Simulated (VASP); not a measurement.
Consider the following.

```
Cl2Ge
1.0
    5.95906     0.00000     0.00000
    0.00000     5.95906     0.00000
    0.00000     0.00000     3.83767
Ge Cl
2 4
Cartesian
 -0.01306  -0.01896   0.00169
  2.98963   2.98033   1.92250
  1.82545   1.83882  -0.00028
  4.81835   1.19948   1.92241
  1.15047   4.80037   1.90541
  4.12683   4.09761   0.00475
```

The numbers are results of PBE GGA, VASP's PBE PAW potentials (set 64) (plane waves; VASP), not measurements. Numerical set-up: 300 eV cut-off, 2×2×3 Γ-centred mesh, Fermi-Dirac smearing of 0.14 eV, potentials Ge_d Cl.

At this cut-off the stress carries a Pulay error, which pulls relaxed volumes low.

Which forces act on the atoms, in eV/Å?

| atom | Fx | Fy | Fz |
|---|---|---|---|
| Ge1 | 0.030 | 0.115 | -0.014 |
| Ge2 | -0.144 | -0.121 | -0.007 |
| Cl3 | -0.601 | -0.636 | 0.016 |
| Cl4 | -0.362 | 0.331 | -0.038 |
| Cl5 | 0.411 | -0.392 | 0.058 |
| Cl6 | 0.666 | 0.702 | -0.014 |

Give the stress tensor in GPa (positive for a compressed cell).

```
 8.91  -0.06   0.09
-0.06   8.90  -0.17
 0.09  -0.17  10.74
```
The pressure is its mean diagonal, 9.52 GPa.

The structure was generated: GeCl2 was put into an ordered model structure, which need not be its known phase. The cell was not relaxed at this level, atoms are displaced from their ideal sites. The k-mesh is coarse (spacing up to 0.55 per Å, 2π included), so the numbers may not be converged in it.
